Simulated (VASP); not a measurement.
Input:

```xyz
5
Lattice="3.8797 0.0000 0.0000 0.0000 3.8797 0.0000 0.0000 0.0000 3.8797" Properties=species:S:1:pos:R:3 pbc="T T T"
K      0.0000     0.0000     0.0000
Ta     1.9398     1.9398     1.9398
O      1.9398     0.0000     1.9398
O      0.0000     1.9398     1.9398
O      1.9398     1.9398     0.0000
```

Calculation: LDA (Ceperley-Alder, Perdew-Zunger), VASP's LDA PAW potentials (set 64) (plane waves; VASP). Run with 520 eV cut-off, 6×6×6 Γ-centred mesh, Gaussian smearing of 0.050 eV, potentials K_sv Ta_pv O.

Unless said otherwise, spin-orbit coupling is left out, though it shifts the bands of the heavy elements here.

### Question
Predict the energy per atom (σ→0), pressure, band gap (on the k-mesh) with the smallest direct gap where there is one.

### Answer

The band gap (on the k-mesh) is 2.18 eV and the smallest direct gap (on the k-mesh) is 2.74 eV. The energy per atom (σ→0) is -8.977 eV/atom and the pressure is 15.38 GPa.

The compound is KTaO3 in the cubic perovskite structure. This cell is one point of a volume scan, at 0.94 of the reference volume.
